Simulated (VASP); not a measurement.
Shape and ions are relaxed at each volume.

Data:

WC is modelled in the hexagonal space group P-6m2 (No. 187), Pearson symbol hP2. Cell: a = 2.9322 Å, b = 2.9322 Å, c = 2.8588 Å, α = 90.00°, β = 90.00°, γ = 120.00°. W on 1a sees 6 C at 2.216 Å and 8 W at 2.859–2.932 Å. C on 1d is surrounded by 6 W at 2.216 Å (trigonal prismatic). (Neighbours: up to the widest gap in distance over summed covalent radii, below 1.35, at either atom; cation-cation and far metal-metal contacts left out.)

Computed with revPBE GGA, VASP's PBE PAW potentials (set 64) (plane waves; VASP 6.6.1). Settings: 520 eV cut-off, 14×14×13 Γ-centred mesh, first-order Methfessel-Paxton smearing of 0.10 eV, potentials W_sv C.

Task: Give the energy at these volumes per atom, relative to the lowest: 10.00, 10.32, 10.64, 10.96, 11.28 Å³.

Result: 50.5, 12.1, 0.0, 10.4, 39.8 meV/atom. A third-order Birch-Murnaghan fit gives B0 = 374 GPa and B0′ = 4.3.

The compound is WC in the wc structure. It was relaxed first.
